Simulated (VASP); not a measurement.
Consider the following.

```yaml
crystal:
  lattice:
    - [0.00000, 3.54136, 3.54136]
    - [3.54136, 0.00000, 3.54136]
    - [3.54136, 3.54136, 0.00000]
  atoms:
    - { symbol: Ba, position: [0.00000, 0.00000, 0.00000] }
    - { symbol: Te, position: [0.50000, 0.50000, 0.50000] }
```

Calculation: PW91 GGA, VASP's PBE PAW potentials (set 64) (plane waves; VASP). Run with 520 eV cut-off, Gaussian smearing of 0.050 eV, potentials Ba_sv Te.

Unless said otherwise, spin-orbit coupling is left out, though it shifts the bands of the heavy elements here.

Q: Give the energies of bands 6 to 11 at the high-symmetry points, in eV from the valence-band maximum.

A: 
```csv
band,Γ,X,U,L,W
6,0.00,-1.12,-1.22,-2.14,-1.22
7,0.00,-0.38,-1.04,-1.06,-0.92
8,0.00,-0.38,-0.74,-1.06,-0.92
9,2.79,1.58,2.59,4.15,3.49
10,2.93,4.35,4.91,4.66,3.49
11,2.93,4.50,5.04,4.79,4.71
```

The gap is indirect, 1.58 eV, from the valence maximum at Γ to the conduction minimum at X.

The compound is BaTe in the rock salt structure. It was relaxed first.
